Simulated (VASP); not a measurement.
Consider the following.

```
CELL_PARAMETERS angstrom
      3.18447     0.00000     0.00000
     -1.59224     2.75783     0.00000
      0.00000     0.00000    13.75763
ATOMIC_POSITIONS crystal
  Mo 0.00000 0.00000 0.25000
  Mo 0.00000 0.00000 0.75000
  S  0.33333 0.66667 0.36346
  S  0.66667 0.33333 0.63654
  S  0.66667 0.33333 0.86346
  S  0.33333 0.66667 0.13654
```

The numbers are results of modified Becke-Johnson potential (mBJ), VASP's PBE PAW potentials (set 64) (plane waves; VASP), not measurements. Numerical set-up: 400 eV cut-off, 6×6×2 Γ-centred mesh, Gaussian smearing of 0.050 eV, potentials Mo_sv S.

mBJ is a potential without an energy functional, so only the levels count. Without a dispersion term in the relaxation, distances and binding between the weakly bound layers, chains or molecules are unreliable, and so is what depends on them.

Estimate the band gap (over mesh and band path) with the smallest direct gap where there is one.

| Property | Result |
|---|---|
| band gap (over mesh and band path) | 1.38 eV |
| smallest direct gap (over mesh and band path) | 1.67 eV |

The structure comes from a computed database's MoS2 entry (P6_3/mmc); how it stands against other phases isn't given here. It was relaxed first. The cell's shape comes from a PBE relaxation.
